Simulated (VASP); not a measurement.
Here is the system:

```xyz
5
Lattice="4.1926 0.0000 0.0000 0.0000 4.1926 0.0000 0.0000 0.0000 4.1926" Properties=species:S:1:pos:R:3 pbc="T T T"
K      0.0000     0.0000     0.0000
Zn     2.0963     2.0963     2.0963
F      2.0963     0.0000     2.0963
F      0.0000     2.0963     2.0963
F      2.0963     2.0963     0.0000
```

These are revPBE GGA, VASP's PBE PAW potentials (set 64) (plane waves; VASP) values and carry that method's errors. Numerical set-up: 520 eV cut-off, Gaussian smearing of 0.050 eV, potentials K_sv Zn F.

Question: Estimate the band gap (along the path) with the smallest direct gap where there is one.

Answer: 
```json
{
 "band gap (along the path)": "3.68 eV",
 "smallest direct gap (along the path)": "4.97 eV"
}
```

The compound is KZnF3 in the cubic perovskite structure. It was relaxed first, which changed the volume by +11 %.
